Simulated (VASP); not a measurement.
Here is the system:

```
HfO2
1.0
    0.00000     2.52295     2.52295
    2.52295     0.00000     2.52295
    2.52295     2.52295     0.00000
Hf O
1 2
Direct
  0.00000   0.00000   0.00000
  0.25000   0.25000   0.25000
  0.75000   0.75000   0.75000
```

Computed with revPBE GGA, VASP's PBE PAW potentials (set 64) (plane waves; VASP). Run with 520 eV cut-off, 8×8×8 Γ-centred mesh, Gaussian smearing of 0.050 eV, potentials Hf_pv O.

### Question
Give the stress tensor in GPa (positive for a compressed cell).

### Answer

```
7.85  0.00  0.00
0.00  7.85  0.00
0.00  0.00  7.85
```
The pressure is its mean diagonal, 7.85 GPa.

The compound is HfO2 in the fluorite structure, the high-temperature cubic form, which is unstable at 0 K; the monoclinic form is the stable one. This cell is one point of a volume scan, at 0.97 of the reference volume.
